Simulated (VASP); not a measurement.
MoSb (relaxed from the CsCl type structure, space group Pm-3m): computed properties

All values below come from r2SCAN meta-GGA, VASP's PBE PAW potentials (set 64) (plane waves; VASP).

For MoSb, the space group comes out as Pm-3m (221) and the cell comes out as a = b = c = 3.3016 Å, α = β = γ = 90.00°. The volume per atom is 18.00 Å³/atom and the band gap (over mesh and band path) is none (metal, semimetal or under 0.01 eV). The density is 10.04 g/cm³.

```xyz
2
Lattice="3.3016 0.0000 0.0000 0.0000 3.3016 0.0000 0.0000 0.0000 3.3016" Properties=species:S:1:pos:R:3 pbc="T T T"
Mo     0.0000     0.0000     0.0000
Sb     1.6508     1.6508     1.6508
```

Unless said otherwise, spin-orbit coupling is left out, though it shifts the bands of the heavy elements here.

The structure was generated: MoSb was put into the CsCl type type (Pm-3m), which need not be its known phase. It was relaxed first, which changed the volume by -35 %. Symmetry was kept, so distortions that lower it aren't found. The electron count is odd and the run is not spin-polarised, which forces a metal.
